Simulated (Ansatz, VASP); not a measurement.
**Two plane-wave programs on Al3Rh2**

INCAR

```
PREC = Accurate ; ENCUT = 520
EDIFF = 1E-6 ; ISMEAR = 0
SIGMA = 0.1 ; LREAL = False
LASPH = True ; NELM = 60
ALGO = Fast ; ISIF = 2
LWAVE = False ; LCHARG = False
GGA = PE ; NBANDS = 28
```

Contents of KPOINTS:

```
regular mesh
0
Gamma
  6 6 4
```

The input POSCAR:

```
Al3Rh2
1.0
    3.7251879700      0.0000000000      0.0000000000
    0.0000000000      3.7251879700      0.0000000000
    0.0000000000      0.0000000000      5.8619516900
Al Rh
3 2
Direct
    0.0000000000      0.0000000000      0.7096711700
    0.5000000000      0.0000000000      0.5247678500
    0.0000000000      0.5000000000      0.5247678500
    0.0000000000      0.0000000000      0.2521372200
    0.5000000000      0.5000000000      0.8045261500
```

Input for Ansatz:

```yaml
crystal:
  lattice:
    - [3.72518797, 0.0, 0.0]
    - [0.0, 3.72518797, 0.0]
    - [0.0, 0.0, 5.86195169]
  atoms:
    - { symbol: Al, position: [0.0, 0.0, 0.70967117] }
    - { symbol: Al, position: [0.5, 0.0, 0.52476785] }
    - { symbol: Al, position: [0.0, 0.5, 0.52476785] }
    - { symbol: Rh, position: [0.0, 0.0, 0.25213722] }
    - { symbol: Rh, position: [0.5, 0.5, 0.80452615] }
basis:
  ecutwfc: 420
kpoints:
  mp_grid: { grid: [6, 6, 4] }
hamiltonian:
  xc: pbe
scf:
  occupations: { method: gaussian, width: 0.1 }
  lower_state_search: "off"
output:
  forces: true
  stress: true
  eigenvalues: true
```

Alike in both runs: task single point; functional PBE; k mesh 6 × 6 × 4; occupations gaussian, width 0.1 eV; no spin polarisation.

```csv
,VASP,Ansatz
version,VASP 6.6.1,Ansatz 0.2.0
potentials or method,"VASP PAW PBE potentials, release 64 (Al, Rh_pv)","scalar-relativistic, plane waves, PAW"
plane-wave cutoff (eV),520,420
valence electrons in the cell,39,43
```

```tsv
	VASP	Ansatz	Ansatz less VASP
gap on the k mesh at the Fermi level (eV)	none	none	-
pressure (GPa)	21.6	21.4	-0.22
largest component of the traceless stress (GPa)	14.06	14.08	+0.024
rms of the force components (eV/Å)	3.139	3.133	-0.0055
```

Atom by atom the forces differ by 0.009 eV/Å (rms over components). A gap of «none» marks a metal or a gap that the smearing closes. The two sets of potentials don't hold the same shells in valence.

Caveats: so large a pressure means that the cell lies far from this level's equilibrium, or that cutoff or potentials fall short (VASP); forces of over 1 eV/Å show positions far from the minimum, so gaps and moduli don't describe the material at rest.
